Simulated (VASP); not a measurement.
The system is H2, in a box.

```
CELL_PARAMETERS angstrom
10.00000 0.00000 0.00000
0.00000 10.00000 0.00000
0.00000 0.00000 10.00000
ATOMIC_POSITIONS crystal
H 0.50000 0.50000 0.45300
H 0.50000 0.50000 0.54700
```

Program: VASP 6.6.1. Alike in all runs: task single point; potentials or basis VASP PAW PBE potentials, release 64 (H); no spin polarisation; cell as given; k mesh 1 × 1 × 1; cutoff (eV) 450; smearing gaussian 0.02 eV.

Question: Order these runs on this cell by their band gap on the k mesh, lowest first.
A. level r2SCAN
B. level HSE06; grid for exact exchange (PRECFOCK) Fast; screening parameter 0.2 1/A
C. level PBE+D3(BJ)

Answer: C (9.11 eV), A (10.16 eV), B (10.42 eV).

